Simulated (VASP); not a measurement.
RuAl (relaxed from the rock salt structure, space group Fm-3m): computed properties

Calculation: PBEsol GGA, VASP's PBE PAW potentials (set 64) (plane waves; VASP).

For RuAl, the space group comes out as Fm-3m (225), the cell comes out as a = b = c = 4.927 Å, α = β = γ = 90.00° and the volume per atom is 14.95 Å³/atom. The band gap (over mesh and band path) comes out as none (metal, semimetal or under 0.01 eV) and the density is 7.11 g/cm³.

Space group Fm-3m (No. 225); a = b = c = 4.927 Å, α = β = γ = 90.00°

| atom | site | symmetry | x | y | z |
|---|---|---|---|---|---|
| Ru | 4a | m-3m | 0.0000 | 0.0000 | 0.0000 |
| Al | 4b | m-3m | 0.5000 | 0.5000 | 0.5000 |
(The calculation used a cell of 2 atoms; values per cell refer to that cell.)

The structure was generated: RuAl was put into the rock salt type (Fm-3m), which need not be its known phase. It was relaxed first, which changed the volume by -38 %. Symmetry was kept, so distortions that lower it aren't found. The electron count is odd and the run is not spin-polarised, which forces a metal.
